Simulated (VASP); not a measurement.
Data:

```
CELL_PARAMETERS angstrom
      3.84719     0.00000     0.00000
     -1.92360     3.33177     0.00000
      0.00000     0.00000     6.30471
ATOMIC_POSITIONS crystal
  Zn 0.33333 0.66667 0.00014
  Zn 0.66667 0.33333 0.50014
  S  0.33333 0.66667 0.37486
  S  0.66667 0.33333 0.87486
```

Calculation: PBE GGA, VASP's PBE PAW potentials (set 64) (plane waves; VASP). Numerical set-up: PREC = Normal, EDIFF = 1E-5, 400 eV cut-off, 8×8×4 Γ-centred mesh, Gaussian smearing of 0.050 eV, potentials Zn S.

### Question
What does the run give for the energy per atom (σ→0)?

### Answer

* **energy per atom (σ→0)**: -3.423 eV/atom

Only differences to runs with the same potentials and settings are physical.

The structure comes from a computed database's ZnS entry (P6_3mc); how it stands against other phases isn't given here. It was relaxed first.
